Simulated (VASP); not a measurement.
A convergence study with VASP on W (bcc): one setting is varied, all else stays as given below, so the limit is that of these other settings.

```
W
1.0
   -1.58000     1.58000     1.58000
    1.58000    -1.58000     1.58000
    1.58000     1.58000    -1.58000
W
1
Direct
  0.00000   0.00000   0.00000
```

Method: PBEsol GGA, VASP's PBE PAW potentials (set 64) (plane waves; VASP). The tightest run used: 550 eV cut-off, 22×22×22 Monkhorst-Pack mesh, first-order Methfessel-Paxton smearing of 0.10 eV, potentials W_sv.

**Question.** The settings run are 1×1×1 mesh; 2×2×2 mesh; 3×3×3 mesh; 4×4×4 mesh; 5×5×5 mesh; 6×6×6 mesh; 7×7×7 mesh; 8×8×8 mesh; 9×9×9 mesh; 10×10×10 mesh; 11×11×11 mesh; 12×12×12 mesh; 13×13×13 mesh; 14×14×14 mesh; 15×15×15 mesh; 16×16×16 mesh; 17×17×17 mesh; 18×18×18 mesh; 19×19×19 mesh; 20×20×20 mesh; 21×21×21 mesh; 22×22×22 mesh. From which on does the stress (every component) stay within 0.5 GPa of the tightest run?

**Answer.** From 11×11×11 mesh on: it is off by 0.21 there and by no more than 0.5 in any finer run, while 10×10×10 mesh is off by 0.94.
| setting | E (eV/atom) | pressure (GPa) | irreducible k-points | difference judged (GPa) |
|---|---|---|---|---|
| 1×1×1 mesh | -13.6628 | 127.35 | 1 | 128.50 |
| 2×2×2 mesh | -10.5407 | 42.91 | 2 | 44.07 |
| 3×3×3 mesh | -13.3656 | 7.72 | 4 | 8.88 |
| 4×4×4 mesh | -14.0101 | -4.29 | 6 | 3.13 |
| 5×5×5 mesh | -13.8529 | -1.25 | 10 | 0.09 |
| 6×6×6 mesh | -13.7635 | -1.00 | 14 | 0.16 |
| 7×7×7 mesh | -13.7341 | 0.24 | 20 | 1.40 |
| 8×8×8 mesh | -13.7964 | -0.43 | 26 | 0.73 |
| 9×9×9 mesh | -13.8144 | -1.38 | 35 | 0.23 |
| 10×10×10 mesh | -13.8053 | -2.09 | 44 | 0.94 |
| 11×11×11 mesh | -13.7823 | -0.94 | 56 | 0.21 |
| 12×12×12 mesh | -13.8005 | -1.01 | 68 | 0.15 |
| 13×13×13 mesh | -13.8192 | -1.44 | 84 | 0.28 |
| 14×14×14 mesh | -13.8089 | -1.05 | 100 | 0.11 |
| 15×15×15 mesh | -13.8035 | -0.85 | 120 | 0.31 |
| 16×16×16 mesh | -13.7969 | -0.78 | 140 | 0.37 |
| 17×17×17 mesh | -13.8041 | -1.07 | 165 | 0.09 |
| 18×18×18 mesh | -13.8085 | -0.97 | 190 | 0.19 |
| 19×19×19 mesh | -13.8069 | -1.41 | 220 | 0.26 |
| 20×20×20 mesh | -13.8016 | -1.23 | 250 | 0.08 |
| 21×21×21 mesh | -13.8011 | -1.15 | 286 | 0.01 |
| 22×22×22 mesh | -13.8081 | -1.16 | 322 | 0.00 |

Left out are rungs that failed or repeat a setting and relaxations that didn't move; long series are thinned to 24 rows.

The compound is W in the bcc structure. The cell was not relaxed at this level.
